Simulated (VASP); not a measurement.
A run of VASP 6.6.1 is set up as follows.

INCAR

```
SYSTEM = GeBr2F2
PREC = Accurate
ENCUT = 400
EDIFF = 1E-6
ISMEAR = 0
SIGMA = 0.01
LREAL = .False.
LASPH = .True.
NELM = 100
ALGO = Normal
ISIF = 2
LWAVE = .False.
LCHARG = .True.
METAGGA = R2SCAN
LMIXTAU = .True.
IVDW = 12
VDW_S6 = 1.0
VDW_S8 = 0.78981345
VDW_A1 = 0.49484001
VDW_A2 = 5.73083694
LELF = .True.
LVHAR = .True.
LVACPOTAV = .True.
```

The input KPOINTS:

```
regular mesh
0
Gamma
  1 1 1
  0 0 0
```

POSCAR

```
GeBr2F2
1.0
   12.0000000000      0.0000000000      0.0000000000
    0.0000000000     13.0000000000      0.0000000000
    0.0000000000      0.0000000000     12.0000000000
F Ge Br
2 1 2
Cartesian
    7.3321500000      5.0011500500      6.4329500400
    5.3483499600      6.5238500600      7.4997500400
    6.1590500400      6.1787499800      6.0351500400
    4.6938500400      5.2977499900      4.5682500000
    7.1966499600      8.0408499600      5.3067500400
```

Potentials or basis: VASP PAW PBE potentials, release 64 (F_s, Ge_d, Br).

Run with:

```bash
$ cat potpaw_PBE.64/F_s/POTCAR potpaw_PBE.64/Ge_d/POTCAR potpaw_PBE.64/Br/POTCAR > POTCAR
$ mpirun -np 1 vasp_gam > vasp.out
```

Task: Estimate the gap between the frontier levels.

Result: 4.90 eV.

Task: Predict the largest force.

Result: 0.639 eV/Å.

Task: Estimate the dispersion energy per atom.

Result: -0.008 eV.

Forces on the atoms (eV/Å):
```
F    0.290 -0.297  0.128
F   -0.187  0.062  0.369
Ge  -0.125  0.262 -0.569
Br   0.029  0.006  0.040
Br  -0.007 -0.032  0.032
```

Caveat: the PAW data sets were made with another functional, which shifts forces and pressure a little. r2SCAN opens gaps a little over a GGA but as a rule still falls short of measured ones.
